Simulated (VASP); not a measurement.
The system is AlN.

```
Al N
1.0
     3.11300    0.00000    0.00000
    -1.55650    2.69594    0.00000
     0.00000    0.00000    4.98100
Al N
2 2
Direct
  0.33333 0.66667 0.00000
  0.66667 0.33333 0.50000
  0.33333 0.66667 0.38000
  0.66667 0.33333 0.88000
```

- Program: VASP 6.6.1
- Task: relaxation of cell and atoms
- Functional: PBE
- Potentials or basis: VASP PAW PBE potentials, release 64 (Al, N)
- Cutoff: 520 eV
- k mesh: 12 × 12 × 6
- Occupations: gaussian, width 0.02 eV
- Spin: no spin polarisation

At the start: pressure 3.5 GPa; volume 10.45 Å³/atom.

Question: How do energy, volume and symmetry change on relaxing?

Answer: Over 8 steps the energy falls by 2.2 meV/atom and the volume is 10.63 Å³/atom (+1.7 %); space group P6_3mc (No. 186, to 0.05 Å).

Step by step:
| step | energy change (eV) | largest force (eV/Å) | pressure (GPa) | volume (Å³) |
| --- | --- | --- | --- | --- |
| 1 | 0.0000 | 0.1289 | 3.46 | 41.80 |
| 2 | -0.0019 | 0.0913 | -2.90 | 43.18 |
| 3 | -0.0088 | 0.0034 | 0.00 | 42.52 |
| 4 | -0.0088 | 0.0059 | 0.07 | 42.51 |
| 5 | -0.0088 | 0.0066 | 0.05 | 42.51 |
| 6 | -0.0088 | 0.0070 | 0.04 | 42.51 |
| 7 | -0.0088 | 0.0022 | -0.02 | 42.53 |
| 8 | -0.0088 | 0.0007 | 0.00 | 42.52 |

Final structure:
```
Al N
1.0
     3.12857    0.00000    0.00000
    -1.56429    2.70942    0.00000
     0.00000    0.00000    5.01646
Al N
2 2
Direct
  0.33333 0.66667 0.99926
  0.66667 0.33333 0.49926
  0.33333 0.66667 0.38074
  0.66667 0.33333 0.88074
```
